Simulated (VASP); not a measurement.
# Be3Te2Se in VASP: notebook, part 2 of 2

VASP 6.6.1. Earlier steps stand in the parts before.

## Step 4: Relaxation of cell and atoms, PBE

This run uses another cell than the first one, of 22.35 Å³/atom, 1.199 times its volume.

INCAR reads:

```
SYSTEM = Be3Te2Se
ALGO     = Fast           ! electronic algorithm
EDIFF    = 1E-4           ! SCF threshold, eV
EDIFFG   = -0.08          ! ionic threshold
ENCUT    = 520            ! plane-wave cutoff, eV
GGA      = PE             ! functional
IBRION   = 2              ! ionic algorithm
ISIF     = 3              ! what is computed and relaxed
ISMEAR   = 0              ! smearing method
KPAR     = 2            
LASPH    = .True.         ! aspherical terms in the spheres
LCHARG   = .False.        ! write CHGCAR
LREAL    = .False.        ! projectors in reciprocal space
LWAVE    = .False.        ! write WAVECAR
NELM     = 60             ! most SCF steps
NSW      = 24             ! ionic steps
PREC     = Normal         ! precision mode
SIGMA    = 0.15           ! smearing width, eV
```

KPOINTS reads:

```
k-points
0
Gamma
  4 4 4
  0 0 0
```

POSCAR reads:

```
Be3Te2Se
1.0
   -2.7198152800      2.7198152800      4.5318211800
    2.7198152800     -2.7198152800      4.5318211800
    2.7198152800      2.7198152800     -4.5318211800
Be Te Se
3 2 1
Direct
    0.7500000000      0.2500000000      0.5000000000
    0.2500000000      0.7500000000      0.5000000000
    0.0000000000      0.0000000000      0.0000000000
    0.5000000000      0.0000000000      0.5000000000
    0.0000000000      0.5000000000      0.5000000000
    0.5000000000      0.5000000000      0.0000000000
```

Potentials or basis: VASP PAW PBE potentials, release 64 (Be, Te, Se).

The run is started by

```sh
cat potpaw_PBE.64/Be/POTCAR potpaw_PBE.64/Te/POTCAR potpaw_PBE.64/Se/POTCAR > POTCAR
mpirun -np 2 vasp_std > vasp.out
```

OUTCAR:

```text
SYSTEM = Be3Te2Se
   EDIFF = 1E-4
   EDIFFG = -0.08
   ENCUT = 520
   GGA = PE
   IBRION = 2
   ISIF = 3
   ISMEAR = 0
   LASPH = .True.
   LREAL = .False.
   NELM = 60
   NSW = 24
   PREC = Normal

 ion  position               nearest neighbor table
   1  0.750  0.250  0.500-   4 2.27   5 2.27
   2  0.250  0.750  0.500-   4 2.27   5 2.27
   3  0.000  0.000  0.000-   4 2.72   5 2.72   5 2.72   4 2.72
   4  0.500  0.000  0.500-   1 2.27   2 2.27   3 2.72   6 2.72   6 2.72   3 2.72
   5  0.000  0.500  0.500-   1 2.27   2 2.27   3 2.72   6 2.72   3 2.72   6 2.72
   6  0.500  0.500  0.000-   4 2.72   5 2.72   4 2.72   5 2.72

  LATTYP: Found a body centered tetragonal cell.
 ALAT       =     5.4396305600
 C/A-ratio  =     1.6662238841

  Lattice vectors:

 A1 = (  -2.7198152800,   2.7198152800,   4.5318211800)
 A2 = (   2.7198152800,  -2.7198152800,   4.5318211800)
 A3 = (   2.7198152800,   2.7198152800,  -4.5318211800)

Analysis of symmetry for initial positions (statically):
=====================================================================
 Subroutine PRICEL returns:
 Original cell was already a primitive cell.

[... 156 lines left out ...]

--------------------------------------- Ionic step        1  -------------------------------------------

 number of electron      23.9999998 magnetization

 Free energy of the ion-electron system (eV)
  ---------------------------------------------------
  ext. energy  EPLUGINS =         0.00000000
  ---------------------------------------------------
  free energy    TOTEN  =       -14.80163880 eV

  energy without entropy =      -14.72538183  energy(sigma->0) =      -14.76351031

------------------------ aborting loop because EDIFF is reached ----------------------------------------

  FORCE on cell =-STRESS in cart. coord.  units (eV):
  Direction    XX          YY          ZZ          XY          YZ          ZX
  --------------------------------------------------------------------------------------
  -------------------------------------------------------------------------------------
  Total        2.8912799      2.8912799      8.9233542      0.0000000      0.0000000     -0.0000000
  in kB       34.5453140     34.5453140    106.6171672      0.0000000      0.0000000     -0.0000000
  external PRESSURE =      58.5692651 kB  Pullay stress =       0.0000000 kB
[... 187 lines left out ...]
--------------------------------------- Ionic step        6  -------------------------------------------

 number of electron      24.0000000 magnetization

 Free energy of the ion-electron system (eV)
  ---------------------------------------------------
  ext. energy  EPLUGINS =         0.00000000
  ---------------------------------------------------
  free energy    TOTEN  =       -15.30746327 eV

  energy without entropy =      -15.26598287  energy(sigma->0) =      -15.28672307

 E-fermi :   4.2868     XC(G=0):  -8.5187

 val. band max:        4.2711986063   @ k =  -0.2500   0.5000   0.2500
 cond. band min:       4.3320868766   @ k =   0.2500   0.2500   0.0000
 fundamental gap:      0.0608882703
 Fermi energy:         4.2867712330

 k-point     1 :       0.0000    0.0000    0.0000
  band No.  band energies     occupation
      1     -10.7692      2.00000
      2      -7.5271      2.00000
      3      -6.4885      2.00000
      4      -2.5106      2.00000
      5      -2.5106      2.00000
      6      -1.1840      2.00000
[... 269 lines left out ...]
  FREE ENERGIE OF THE ION-ELECTRON SYSTEM (eV)
  ---------------------------------------------------
  free  energy   TOTEN  =       -15.3074632700 eV

  energy  without entropy=      -15.2659828672  energy(sigma->0) =      -15.28672307

 reached required accuracy - stopping structural energy minimisation
```

It took 37 s on 2 MPI ranks of Intel Xeon Platinum 8559C (Emerald Rapids), shared host; peak memory 0.21 GiB.

What came out:

```
Free energy                            : -15.3075 eV
Relaxed volume                         : 25.26 Å³/atom
Relaxed cell                           : a = 6.350 Å, b = 6.350 Å, c = 6.350 Å, α = 128.75°, β = 128.75°, γ = 75.41°
Space group after relaxing (to 0.05 Å) : I4/mmm (No. 139)
Energy gained by relaxing              : 84.3 meV/atom
Ionic steps                            : 6
Pressure after relaxing                : -0.1 GPa
Band gap on the k mesh                 : none (metal or under the smearing width)
```

Step by step:
| step | energy change (eV) | largest force (eV/Å) | pressure (GPa) | volume (Å³) |
| --- | --- | --- | --- | --- |
| 1 | 0.0000 | 0.0000 | 5.86 | 134.09 |
| 2 | -0.4615 | 0.0000 | 0.34 | 150.48 |
| 3 | -0.4746 | 0.0000 | -0.46 | 153.78 |
| 4 | -0.4748 | 0.0000 | -0.60 | 154.36 |
| 5 | -0.4996 | 0.0000 | -0.35 | 152.88 |
| 6 | -0.5058 | 0.0000 | -0.06 | 151.57 |

Final structure:
```cif
data_structure
_symmetry_space_group_name_H-M 'P 1'
_symmetry_Int_Tables_number 1
_cell_length_a 6.3503
_cell_length_b 6.3503
_cell_length_c 6.3503
_cell_angle_alpha 128.752
_cell_angle_beta 128.752
_cell_angle_gamma 75.410
_cell_volume 151.57
loop_
_atom_site_label
_atom_site_type_symbol
_atom_site_fract_x
_atom_site_fract_y
_atom_site_fract_z
_atom_site_occupancy
Be1 Be 0.75000 0.25000 0.50000 1
Be2 Be 0.25000 0.75000 0.50000 1
Be3 Be 0.00000 0.00000 0.00000 1
Te1 Te 0.50000 0.00000 0.50000 1
Te2 Te 0.00000 0.50000 0.50000 1
Se1 Se 0.50000 0.50000 0.00000 1
```

Caveat: the k mesh is coarse (spacing up to 0.41 Å⁻¹), so the values aren't converged; the relaxation stopped at a loose force limit of 0.08 eV/Å, so its end isn't a converged minimum.

## Step 5: Summary

| k mesh | gap on the mesh (eV) | pressure (GPa) | relaxed volume (Å³/atom) | largest force (eV/Å) |
| --- | --- | --- | --- | --- |
| 3 × 3 × 3 | none | 0.5 | 17.72 | 0.03 |
| 4 × 4 × 2 | 1.92 | 0.0 | 21.05 | 0.07 |
| 4 × 4 × 4 | none | -0.1 | 25.26 | - |

Alike in all rows: task relaxation of cell and atoms; level PBE; potentials or basis VASP PAW PBE potentials, release 64 (Be, Te, Se); no spin polarisation; cell relaxed; cutoff (eV) 520; smearing gaussian 0.15 eV; the mesh is coarse, so values aren't converged.

Caveats: all runs use coarse meshes; the relaxation stopped at a loose force limit of 0.08 eV/Å, so its end isn't a converged minimum; spin-orbit coupling is left out, which moves the levels of the heavy elements (some runs).

Total energies depend on the potentials used, so only differences within one code and one set of settings carry meaning.
